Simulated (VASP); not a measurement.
Computed with PBE GGA with D3 dispersion (Becke-Johnson damping), VASP's PBE PAW potentials (set 64) (plane waves; VASP 6.6.1).

Input for VASP

### POSCAR
```
Ca
1
    0.0000000000     2.6623919523     2.6623919523
    2.6623919523     0.0000000000     2.6623919523
    2.6623919523     2.6623919523     0.0000000000
Ca
1
Direct
  0.0000000000   1.0000000000   0.0000000000
```

KPOINTS:
```
K-points
0
gamma
 12 12 12
```

INCAR:
```
SYSTEM = Ca
PREC = Accurate; ENCUT = 520; LREAL = .FALSE.
LASPH = .TRUE.
EDIFF = 1E-7; NELM = 100; ALGO = Normal
ISMEAR = 1; SIGMA = 0.1
GGA = PE; IVDW = 12
ISIF = 2
LWAVE = .FALSE.; LCHARG = .FALSE.
```

POTCAR, in this order: Ca_sv (PBE.64 set). Program: vasp_std.

Output of the run:

**OSZICAR**
```
       N       E                     dE             d eps       ncg     rms          rms(c)
DAV:   1     0.624425771392E+02    0.62443E+02   -0.52008E+03  1296   0.102E+03
DAV:   2    -0.562788924633E+00   -0.63005E+02   -0.62762E+02  1333   0.231E+02
DAV:   3    -0.186357147115E+01   -0.13008E+01   -0.12918E+01  2034   0.353E+01
DAV:   4    -0.191404233035E+01   -0.50471E-01   -0.50441E-01  1906   0.515E+00
DAV:   5    -0.191458282735E+01   -0.54050E-03   -0.54018E-03  2064   0.404E-01    0.211E+00
DAV:   6    -0.190146522030E+01    0.13118E-01   -0.13889E-02  1638   0.145E+00    0.129E+00
DAV:   7    -0.189703301355E+01    0.44322E-02   -0.18232E-02  1641   0.183E+00    0.105E-01
DAV:   8    -0.189657024807E+01    0.46277E-03   -0.23150E-03  1539   0.512E-01    0.214E-02
DAV:   9    -0.189658084752E+01   -0.10599E-04   -0.10049E-04  1946   0.918E-02    0.515E-03
DAV:  10    -0.189658133578E+01   -0.48826E-06   -0.45587E-06  1782   0.224E-02    0.762E-04
DAV:  11    -0.189658083021E+01    0.50557E-06   -0.23758E-07  1982   0.473E-03    0.428E-04
DAV:  12    -0.189658065685E+01    0.17336E-06   -0.11275E-08   888   0.957E-04    0.146E-04
DAV:  13    -0.189658070059E+01   -0.43743E-07   -0.52794E-09   830   0.549E-04
   1 F= -.21526487E+01 E0= -.21521993E+01  d E =-.134808E-02
```

### OUTCAR
```
------------------------ aborting loop because EDIFF is reached ----------------------------------------
 Edisp (eV)   -0.25607
  FORCE on cell =-STRESS in cart. coord.  units (eV):
  Direction    XX          YY          ZZ          XY          YZ          ZX
  --------------------------------------------------------------------------------------
  Total       0.28927     0.28927     0.28927     0.00000    -0.00000    -0.00000
  in kB      12.27915    12.27915    12.27915     0.00000    -0.00000    -0.00000
  external pressure =       12.28 kB  Pullay stress =        0.00 kB
  volume of cell :       37.74
      direct lattice vectors                 reciprocal lattice vectors
     0.000000000  2.662391952  2.662391952    -0.187801048  0.187801048  0.187801048
     2.662391952  0.000000000  2.662391952     0.187801048 -0.187801048  0.187801048
     2.662391952  2.662391952  0.000000000     0.187801048  0.187801048 -0.187801048
 POSITION                                       TOTAL-FORCE (eV/Angst)
 -----------------------------------------------------------------------------------
      0.00000      0.00000      0.00000         0.000000      0.000000      0.000000
 -----------------------------------------------------------------------------------
    total drift:                               -0.000000     -0.000000     -0.000000
  FREE ENERGIE OF THE ION-ELECTRON SYSTEM (eV)
  ---------------------------------------------------
  free  energy   TOTEN  =        -2.1526486866 eV

  energy  without entropy=       -2.1513006058  energy(sigma->0) =       -2.15219933
```
(Selected blocks of OUTCAR.)

**OUTCAR**
```
 val. band max:        2.4157734775   @ k =  -0.3333   0.4167   0.0833

 cond. band min:       2.4277873436   @ k =  -0.3333   0.3333   0.1667


 Fermi energy:         2.4213636440

 k-point     1 :       0.0000    0.0000    0.0000
  band No.  band energies     occupation
      1     -39.3361      2.00000
      2     -20.2343      2.00000
      3     -20.2343      2.00000
      4     -20.2343      2.00000
      5      -1.7974      2.00000
      6       4.9099      0.00000
      7       4.9099      0.00000
      8       4.9099      0.00000
      9       6.1289      0.00000

 k-point     2 :       0.0833    0.0000    0.0000
  band No.  band energies     occupation
      1     -39.3346      2.00000
      2     -20.2486      2.00000
      3     -20.2363      2.00000
      4     -20.2363      2.00000
      5      -1.6666      2.00000
      6       4.7655      0.00000
      7       4.9609      0.00000
      8       4.9609      0.00000
      9       6.0830      0.00000

 k-point     3 :       0.1667    0.0000    0.0000
  band No.  band energies     occupation
      1     -39.3304      2.00000
      2     -20.2872      2.00000
      3     -20.2414      2.00000
      4     -20.2414      2.00000
      5      -1.2849      2.00000
      6       4.3936     -0.00000
      7       5.0605      0.00000
      8       5.0605      0.00000
      9       6.0223      0.00000

 k-point     4 :       0.2500    0.0000    0.0000
  band No.  band energies     occupation
      1     -39.3247      2.00000
      2     -20.3394      2.00000
      3     -20.2484      2.00000
      4     -20.2484      2.00000
      5      -0.6850      2.00000
      6       3.9035     -0.00000
      7       5.0600      0.00000
      8       5.0600      0.00000
      9       6.1366      0.00000

 k-point     5 :       0.3333    0.0000    0.0000
  band No.  band energies     occupation
      1     -39.3190      2.00000
      2     -20.3910      2.00000
      3     -20.2554      2.00000
...
```

The compound is Ca in the fcc structure. This cell is one point of a volume scan, at 0.94 of the reference volume.
